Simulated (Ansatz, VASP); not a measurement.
# Two plane-wave programs on Ta2Mo

```
Ta Mo
1.0
     0.00000    3.80554    3.80554
     3.80554    0.00000    3.80554
     3.80554    3.80554    0.00000
Ta Mo
4 2
Direct
  0.62500 0.62500 0.12500
  0.62500 0.12500 0.62500
  0.62500 0.62500 0.62500
  0.12500 0.62500 0.62500
  0.25000 0.25000 0.25000
  0.00000 0.00000 0.00000
```

Change from the starting cell: species swapped into the Be2Ag type (Fd-3m, No. 227).

Alike in both runs: functional PBE; k mesh 4 × 4 × 4; occupations gaussian, width 0.1 eV; no spin polarisation.

Ansatz relaxed the structure, and its values are those at the end. VASP's run is a single point on that final structure, the one shown.

```csv
,VASP,Ansatz
version,VASP 6.6.1,Ansatz 0.2.0
potentials or method,"VASP PAW PBE potentials, release 64 (Ta_pv, Mo_sv)","scalar-relativistic, plane waves, PAW"
plane-wave cutoff (eV),520,420
valence electrons in the cell,72,80
```

VASP gave:

| Property | Result |
| --- | --- |
| gap on the k mesh at the Fermi level (eV) | none |
| pressure (GPa) | -0.1 |

**Question.** What did Ansatz give for the same quantities?

**Answer.** gap on the k mesh at the Fermi level (eV): none; pressure (GPa): -0.3.

A gap of «none» marks a metal or a gap that the smearing closes. The functional is the same, so the differences come from potentials, cutoffs and numerics. The two sets of potentials don't hold the same shells in valence.

Spin-orbit coupling is left out, which matters for the levels of Ta.
